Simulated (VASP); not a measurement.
Input:

```xyz
2
Lattice="2.6336 0.0000 0.0000 0.0000 2.6336 0.0000 0.0000 0.0000 2.6336" Properties=species:S:1:pos:R:3 pbc="T T T"
Ru     0.0000     0.0000     0.0000
C      1.3168     1.3168     1.3168
```

Level of theory: PBEsol GGA, VASP's PBE PAW potentials (set 64) (plane waves; VASP 6.6.1). Settings: 520 eV cut-off, Gaussian smearing of 0.050 eV, potentials Ru_pv C.

Task: Give the energies of bands 5 to 12 at the high-symmetry points, in eV from the Fermi level.

Result: 
```json
[
 {"band": "5", "Γ": "-6.05", "X": "-9.28", "M": "-4.98", "R": "-8.86"},
 {"band": "6", "Γ": "-6.05", "X": "-5.17", "M": "-4.98", "R": "-8.86"},
 {"band": "7", "Γ": "-0.13", "X": "-4.39", "M": "-4.73", "R": "-7.96"},
 {"band": "8", "Γ": "-0.13", "X": "-4.39", "M": "-2.10", "R": "1.88"},
 {"band": "9", "Γ": "-0.13", "X": "0.18", "M": "-2.10", "R": "1.88"},
 {"band": "10", "Γ": "0.00", "X": "1.75", "M": "1.36", "R": "5.71"},
 {"band": "11", "Γ": "0.00", "X": "5.30", "M": "1.65", "R": "5.71"},
 {"band": "12", "Γ": "0.00", "X": "5.30", "M": "1.73", "R": "5.71"}
]
```

It has no gap at this level: it comes out as a metal or semimetal.

The structure was generated: RuC was put into the CsCl type type (Pm-3m), which need not be its known phase. It was relaxed first, which changed the volume by -24 %.
